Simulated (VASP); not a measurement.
Here is the system:

```
CELL_PARAMETERS angstrom
      0.00000     2.42000     2.42000
      2.42000     0.00000     2.42000
      2.42000     2.42000     0.00000
ATOMIC_POSITIONS crystal
  Na 0.00000 0.00000 0.00000
  H  0.50000 0.50000 0.50000
```

Calculation: AM05 GGA, VASP's PBE PAW potentials (set 64) (plane waves; VASP). Settings: 520 eV cut-off, Gaussian smearing of 0.050 eV, potentials Na_pv H.

Task: Give the energies of bands 4 to 7 at the high-symmetry points, in eV from the valence-band maximum.

Result: 
```tsv
band	Γ	X	U	L	W
4	-3.68	-0.18	-0.12	-0.89	0.00
5	10.41	4.46	5.15	3.63	5.85
6	15.46	9.82	6.21	10.64	5.85
7	15.46	10.53	11.12	13.25	8.28
```

The gap is indirect, 3.63 eV, from the valence maximum at W to the conduction minimum at L.

The compound is NaH in the rock salt structure. It was relaxed first.
